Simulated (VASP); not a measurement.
A convergence study with VASP on TiO2 (anatase): one setting is varied, all else stays as given below, so the limit is that of these other settings.

```xyz
6
Lattice="-1.8925 1.8925 4.7550 1.8925 -1.8925 4.7550 1.8925 1.8925 -4.7550" Properties=species:S:1:pos:R:3 pbc="T T T"
Ti     0.0000     1.8925     2.3775
Ti     0.0000     0.0000     0.0000
O      0.0000     1.8925     0.3994
O      0.0000     0.0000     7.5319
O      0.0000     0.0000     1.9781
O      0.0000     1.8925     4.3556
```

Method: PBE GGA, VASP's PBE PAW potentials (set 64) (plane waves; VASP). The tightest run used: 700 eV cut-off, 13×13×13 Γ-centred mesh, Gaussian smearing of 0.050 eV, potentials Ti_sv O.

Question: The settings run are 1×1×1 mesh; 2×2×2 mesh; 3×3×3 mesh; 4×4×4 mesh; 5×5×5 mesh; 6×6×6 mesh; 7×7×7 mesh; 8×8×8 mesh; 9×9×9 mesh; 10×10×10 mesh; 11×11×11 mesh; 12×12×12 mesh; 13×13×13 mesh. From which on does the energy per atom stay within 0.002 eV/atom of the tightest run?

Answer: From 4×4×4 mesh on: it is off by 0.0009 there and by no more than 0.002 in any finer run, while 3×3×3 mesh is off by 0.0026.
```csv
setting,E (eV/atom),pressure (GPa),largest force (eV/Å),irreducible k-points,difference judged (eV/atom)
1×1×1 mesh,-7.4578,25.63,6.335,1,1.5167
2×2×2 mesh,-8.9872,4.66,0.018,4,0.0127
3×3×3 mesh,-8.9770,5.52,0.225,6,0.0026
4×4×4 mesh,-8.9735,5.67,0.154,13,0.0009
5×5×5 mesh,-8.9743,5.68,0.144,18,0.0002
6×6×6 mesh,-8.9745,5.66,0.147,30,0.0000
7×7×7 mesh,-8.9745,5.68,0.148,40,0.0000
8×8×8 mesh,-8.9745,5.66,0.148,59,0.0000
9×9×9 mesh,-8.9745,5.67,0.148,75,0.0000
10×10×10 mesh,-8.9745,5.67,0.148,102,0.0000
11×11×11 mesh,-8.9745,5.67,0.148,126,0.0000
12×12×12 mesh,-8.9745,5.67,0.148,163,0.0000
13×13×13 mesh,-8.9745,5.67,0.148,196,0.0000
```

Left out are rungs that failed or repeat a setting and relaxations that didn't move; long series are thinned to 24 rows.

The compound is TiO2 in the anatase structure, one of several forms; rutile is the usual stable one. The cell was not relaxed at this level, forces remain on its atoms.
